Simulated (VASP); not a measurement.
Calculation: PBEsol GGA, VASP's PBE PAW potentials (set 64) (plane waves; VASP 6.6.1).

Input for VASP

**KPOINTS**
```
Automatic mesh
0
Gamma
10 10 10
0 0 0
```

INCAR:
```
ALGO  =  Normal
EDIFF  =  1E-6
EDIFFG  =  -0.01
ENCUT  =  400
GGA  =  PS
IBRION  =  2
ISIF  =  3
ISMEAR  =  1
LASPH  =  .TRUE.
LCHARG  =  .FALSE.
LMAXMIX  =  4
LREAL  =  .FALSE.
LWAVE  =  .FALSE.
NELM  =  100
NSW  =  60
PREC  =  Accurate
SIGMA  =  0.1
SYSTEM  =  YSi
```

**POSCAR**
```
YSi
1.0
  0.0000000000   2.8695655098   2.8695655098
  2.8695655098   0.0000000000   2.8695655098
  2.8695655098   2.8695655098   0.0000000000
Si Y
1 1
Cartesian
  0.0000000000   0.0000000000   0.0000000000
  2.8695655098   2.8695655098   2.8695655098
```

POTCAR, in this order: Si Y_sv (PBE.64 set). Program: vasp_std.

The run wrote:

### OSZICAR
```
       N       E                     dE             d eps       ncg     rms          rms(c)
DAV:   1     0.298884082636E+02    0.29888E+02   -0.62891E+03  1034   0.968E+02
DAV:   2    -0.120784717015E+02   -0.41967E+02   -0.40360E+02  1333   0.190E+02
DAV:   3    -0.141111840223E+02   -0.20327E+01   -0.20042E+01  1584   0.324E+01
DAV:   4    -0.141882569276E+02   -0.77073E-01   -0.76809E-01  1453   0.520E+00
DAV:   5    -0.141903557030E+02   -0.20988E-02   -0.20983E-02  1393   0.711E-01    0.297E+01
DAV:   6    -0.136372889888E+02    0.55307E+00   -0.11616E+00  1190   0.660E+00    0.197E+01
DAV:   7    -0.135994228402E+02    0.37866E-01   -0.90044E-01  1321   0.567E+00    0.331E+00
DAV:   8    -0.135773381010E+02    0.22085E-01   -0.22266E-01  1169   0.322E+00    0.388E-01
DAV:   9    -0.135763543687E+02    0.98373E-03   -0.10361E-02  1257   0.712E-01    0.149E-01
DAV:  10    -0.135762086431E+02    0.14573E-03   -0.88728E-04  1314   0.274E-01    0.139E-01
DAV:  11    -0.135762135255E+02   -0.48824E-05   -0.57935E-05  1291   0.639E-02    0.333E-02
DAV:  12    -0.135762119834E+02    0.15421E-05   -0.10473E-05  1247   0.288E-02    0.444E-03
DAV:  13    -0.135762121325E+02   -0.14912E-06   -0.43562E-07   805   0.695E-03
   1 F= -.13576212E+02 E0= -.13576555E+02  d E =-.135762E+02
       N       E                     dE             d eps       ncg     rms          rms(c)
DAV:   1    -0.135764881142E+02   -0.27613E-03   -0.61609E-03  1181   0.656E-01    0.133E-01
DAV:   2    -0.135762906677E+02    0.19745E-03   -0.75533E-04  1151   0.253E-01    0.749E-02
DAV:   3    -0.135762098431E+02    0.80825E-04   -0.43196E-04  1575   0.137E-01    0.650E-02
DAV:   4    -0.135762180958E+02   -0.82527E-05   -0.29773E-05  1189   0.517E-02    0.290E-02
DAV:   5    -0.135762210482E+02   -0.29524E-05   -0.20245E-05  1854   0.220E-02    0.482E-03
DAV:   6    -0.135762212734E+02   -0.22527E-06   -0.78533E-07   853   0.722E-03
   2 F= -.13576221E+02 E0= -.13576557E+02  d E =-.914092E-05
```

OUTCAR:
```
------------------------ aborting loop because EDIFF is reached ----------------------------------------
  FORCE on cell =-STRESS in cart. coord.  units (eV):
  Direction    XX          YY          ZZ          XY          YZ          ZX
  --------------------------------------------------------------------------------------
  Total       -0.0158886     -0.0158886     -0.0158886      0.0000000     -0.0000000     -0.0000000
  in kB       -0.5376206     -0.5376206     -0.5376206      0.0000000     -0.0000000     -0.0000000
  external PRESSURE =      -0.5376206 kB  Pullay stress =       0.0000000 kB
  volume of cell :       47.35
      direct lattice vectors                 reciprocal lattice vectors
     0.000000000  2.871422217  2.871422217    -0.174129739  0.174129739  0.174129739
     2.871422217  0.000000000  2.871422217     0.174129739 -0.174129739  0.174129739
     2.871422217  2.871422217  0.000000000     0.174129739  0.174129739 -0.174129739
 POSITION                                       TOTAL-FORCE (eV/Angst)
 -----------------------------------------------------------------------------------
      5.74284      2.87142      2.87142        -0.000000      0.000000     -0.000000
      2.87142      2.87142      2.87142         0.000000     -0.000000      0.000000
 -----------------------------------------------------------------------------------
    total drift:                                0.000000      0.000000      0.000000
  FREE ENERGIE OF THE ION-ELECTRON SYSTEM (eV)
  ---------------------------------------------------
  free  energy   TOTEN  =       -13.5762212734 eV

  energy  without entropy=      -13.5772289039  energy(sigma->0) =      -13.57655715

 reached required accuracy - stopping structural energy minimisation
```
(Selected blocks of OUTCAR.)

### CONTCAR
```
YSi
   1.00000000000000
     0.0000000000000000    2.8714222167669705    2.8714222167669705
     2.8714222167669705    0.0000000000000000    2.8714222167669705
     2.8714222167669705    2.8714222167669705    0.0000000000000000
  Si              Y
     1     1
Direct
     0.0000000000000000    1.0000000000000000    1.0000000000000000
     0.5000000000000000    0.5000000000000000    0.5000000000000000
```

The structure was generated: YSi was put into the rocksalt type (Fm-3m), which need not be its known phase. This run relaxes it. Symmetry was kept, so distortions that lower it aren't found. The start is the result of an earlier pass. The electron count is odd and the run is not spin-polarised, which forces a metal.
